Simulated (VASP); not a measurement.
Level of theory: PBEsol GGA, VASP's PBE PAW potentials (set 64) (plane waves; VASP 6.6.1).

A VASP calculation is set up with these files.

**KPOINTS**
```
k-points along high-symmetry lines
15
Line-mode
Reciprocal
  0.000000   0.000000   0.000000 ! GAMMA
  0.500000   0.000000   0.500000 ! X

  0.500000   0.000000   0.500000 ! X
  0.625000   0.250000   0.625000 ! U

  0.375000   0.375000   0.750000 ! K
  0.000000   0.000000   0.000000 ! GAMMA

  0.000000   0.000000   0.000000 ! GAMMA
  0.500000   0.500000   0.500000 ! L

  0.500000   0.500000   0.500000 ! L
  0.500000   0.250000   0.750000 ! W

  0.500000   0.250000   0.750000 ! W
  0.500000   0.000000   0.500000 ! X
```

### INCAR
```
SIGMA = 0.05   ! width (eV)
ALGO = Normal   ! blocked Davidson
ICHARG = 11
LASPH = .TRUE.   ! aspherical one-centre terms
SYSTEM = Ir
NELM = 100
LORBIT = 11
LWAVE = .FALSE.
ISMEAR = 0   ! Gaussian
EDIFF = 1E-7   ! SCF stop (eV)
LMAXMIX = 6   ! l cut-off of mixed one-centre charges
ENCUT = 520   ! plane-wave cut-off (eV)
LCHARG = .FALSE.
LREAL = .FALSE.   ! projection in real space or not
PREC = Accurate
GGA = PS   ! PBEsol
```

**POSCAR**
```
Ir
1.9165210
  0.0000000000   0.9999998603   0.9999998603
  0.9999998603   0.0000000000   0.9999998603
  0.9999998603   0.9999998603   0.0000000000
Ir
1
Cartesian
  0.0000000000   0.0000000000   0.0000000000
```

POTCAR, in this order: Ir (PBE.64 set). Program: vasp_std. Read from the step before: CHGCAR.

Output of the run:

File OSZICAR:
```
       N       E                     dE             d eps       ncg     rms          rms(c)
DAV:   1     0.444091993186E+02    0.44409E+02   -0.44581E+03  1472   0.101E+03
DAV:   2    -0.906757920403E+01   -0.53477E+02   -0.50288E+02  1440   0.212E+02
DAV:   3    -0.972394641300E+01   -0.65637E+00   -0.65560E+00  1960   0.313E+01
DAV:   4    -0.972989051486E+01   -0.59441E-02   -0.59424E-02  1936   0.223E+00
DAV:   5    -0.972994065918E+01   -0.50144E-04   -0.50145E-04  2072   0.142E-01
DAV:   6    -0.972994167691E+01   -0.10177E-05   -0.10186E-05  2008   0.114E-02
DAV:   7    -0.972994168180E+01   -0.48908E-08   -0.49269E-08  1920   0.597E-04
   1 F= -.97299417E+01 E0= -.97288946E+01  d E =-.209422E-02
```

File OUTCAR:
```
 val. band max:       10.8019738270   @ k =   0.5000   0.0357   0.5357

 cond. band min:      10.8191677283   @ k =   0.3929   0.0000   0.3929



 k-point     1 :       0.0000    0.0000    0.0000
  band No.  band energies     occupation
      1      -0.9126      2.00000
      2       6.3954      2.00000
      3       6.3954      2.00000
      4       6.3954      2.00000
      5       9.1322      2.00000
      6       9.1322      2.00000
      7      24.6397      0.00000
      8      30.2429      0.00000

 k-point     2 :       0.0357    0.0000    0.0357
  band No.  band energies     occupation
      1      -0.8360      2.00000
      2       6.3355      2.00000
      3       6.4386      2.00000
      4       6.4386      2.00000
      5       9.0631      2.00000
      6       9.1549      2.00000
      7      24.7744      0.00000
      8      29.9670      0.00000

 k-point     3 :       0.0714    0.0000    0.0714
  band No.  band energies     occupation
      1      -0.6087      2.00000
      2       6.1626      2.00000
      3       6.5678      2.00000
      4       6.5678      2.00000
      5       8.8633      2.00000
      6       9.2225      2.00000
      7      25.1699      0.00000
      8      29.3990      0.00000

 k-point     4 :       0.1071    0.0000    0.1071
  band No.  band energies     occupation
      1      -0.2393      2.00000
      2       5.8955      2.00000
      3       6.7819      2.00000
      4       6.7819      2.00000
      5       8.5545      2.00000
      6       9.3327      2.00000
      7      25.8026      0.00000
      8      28.8542      0.00000

 k-point     5 :       0.1429    0.0000    0.1429
  band No.  band energies     occupation
      1       0.2557      2.00000
      2       5.5598      2.00000
      3       7.0785      2.00000
      4       7.0785      2.00000
      5       8.1736      2.00000
      6       9.4818      2.00000
      7      26.6381      0.00000
      8      28.4633      0.00000
...
```

The density is held fixed in this step, so its total energy and stress have no physical meaning. Unless said otherwise, spin-orbit coupling is left out, though it shifts the bands of the heavy elements here.

The compound is Ir in the fcc structure. It was relaxed first.
